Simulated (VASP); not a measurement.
TiB2:

```
Ti B
1.0
     3.01877    0.00000    0.00000
    -1.50938    2.61433    0.00000
     0.00000    0.00000    3.18574
Ti B
1 2
Direct
  0.00000 0.00000 0.00000
  0.33333 0.66667 0.50000
  0.66667 0.33333 0.50000
```

Base run:

* Program: VASP 6.6.1
* Functional: PBE
* Potentials or basis: VASP PAW PBE potentials, release 64 (Ti_sv, B)
* Cutoff: 520 eV
* k mesh: 15 × 15 × 11
* Occupations: methfessel-paxton, width 0.1 eV
* Spin: no spin polarisation

Its results: pressure 5.4 GPa.

The run is repeated on the same cell with these changes: functional from PBE to LDA; potentials or basis from VASP PAW PBE potentials, release 64 (Ti_sv, B) to VASP PAW LDA potentials, release 64 (Ti_sv, B). What comes out?

Pressure -6.1 GPa.
